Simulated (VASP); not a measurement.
Input:

```yaml
crystal:
  lattice:
    - [-2.85217, 2.85217, 1.54811]
    - [2.85217, -2.85217, 1.54811]
    - [2.85217, 2.85217, -1.54811]
  atoms:
    - { symbol: Sn, position: [0.25000, 0.75000, 0.50000] }
    - { symbol: Sn, position: [0.00000, 0.00000, 0.00000] }
```

The numbers are results of AM05 GGA, VASP's PBE PAW potentials (set 64) (plane waves; VASP), not measurements. Run with 520 eV cut-off, 13×13×13 Γ-centred mesh, first-order Methfessel-Paxton smearing of 0.10 eV, potentials Sn_d.

Unless said otherwise, spin-orbit coupling is left out, though it shifts the bands of the heavy elements here.

Problem. Predict the energy per atom (σ→0), pressure, band gap (on the k-mesh) with the smallest direct gap where there is one.

Solution. 
The band gap (on the k-mesh) is none (metal, semimetal or under 0.01 eV) and the energy per atom (σ→0) is -3.954 eV/atom. The pressure is 4.03 GPa.

The absolute energy has meaning only against runs of the same code, potentials and settings.

The compound is Sn in the beta structure. This cell is one point of a volume scan, at 0.94 of the reference volume.
